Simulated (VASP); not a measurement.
BN (hex): computed properties

Method: LDA (Ceperley-Alder, Perdew-Zunger), VASP's LDA PAW potentials (set 64) (plane waves; VASP).

| Quantity | Result |
|---|---|
| space group | P6_3/mmc (194) |
| cell | a = b = 2.491 Å, c = 6.461 Å, α = β = 90.00°, γ = 120.00° |
| volume per atom | 8.68 Å³/atom |
| band gap (over mesh and band path) | 4.00 eV |
| smallest direct gap (over mesh and band path) | 4.44 eV |
| band-edge character | indirect, K-Γ at 0.11 to M |
| density | 2.37 g/cm³ |
| mean ε∞ (DFPT) | 4.24 |
| mean ε∞ (independent particles) | 4.45 |
| mean static ε | 5.62 |
| optical Γ-point spectrum | 51 (×2), 114, 750, 811, 1378 (×4) cm⁻¹ |

BN is modelled in the hexagonal space group P6₃/mmc (No. 194), Pearson symbol hP4. Conventional cell: a = 2.491 Å, b = 2.491 Å, c = 6.461 Å, α = 90.00°, β = 90.00°, γ = 120.00°. B on 2c is surrounded by 3 N at 1.438 Å (trigonal planar). N on 2d sees 3 B at 1.438 Å (trigonal planar). (Neighbours: up to the widest gap in distance over summed covalent radii, below 1.35, at either atom.)

Measured: a 2.504 Å at 297 K (computed value off by -0.5 %), c 6.661 Å at 297 K (computed value off by -3.0 %), as given by Ioffe Institute, New Semiconductor Materials archive. The calculation is for a static lattice, while the measured a, c hold thermal and zero-point effects, which are part of the difference.

The compound is BN in the hex structure. It was relaxed first. Symmetry was kept, so distortions that lower it aren't found.
